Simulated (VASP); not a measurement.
A run of VASP 6.6.1 is set up as follows.

File INCAR:

```
PREC = Accurate
ENCUT = 520
EDIFF = 1E-7
ISMEAR = -1
SIGMA = 0.15
LREAL = F
LASPH = T
NELM = 100
ALGO = Normal
ISIF = 2
LWAVE = F
LCHARG = F
GGA = CA
NBANDS = 31
```

The input KPOINTS:

```
regular mesh
0
Gamma
  5 5 5
```

File POSCAR:

```
Y3Ga
1.0
    4.7570770000      0.0000000000      0.0000000000
    0.0000000000      4.7570770000      0.0000000000
    0.0000000000      0.0000000000      4.7570770000
Y Ga
3 1
Direct
    0.5000000000      0.0000000000      0.5000000000
    0.5000000000      0.5000000000      0.0000000000
    0.0000000000      0.5000000000      0.5000000000
    0.0000000000      0.0000000000      0.0000000000
```

Potentials or basis: VASP PAW LDA potentials, release 64 (Y_sv, Ga_d).

The run is started by

```bash
$ cat potpaw_LDA.64/Y_sv/POTCAR potpaw_LDA.64/Ga_d/POTCAR > POTCAR
$ mpirun -np 1 vasp_std > vasp.out
```

(1) What does it give for the band gap on the k mesh?

(2) Estimate the pressure.

## Answers

(1) none (metal or under the smearing width).

(2) -4.7 GPa.
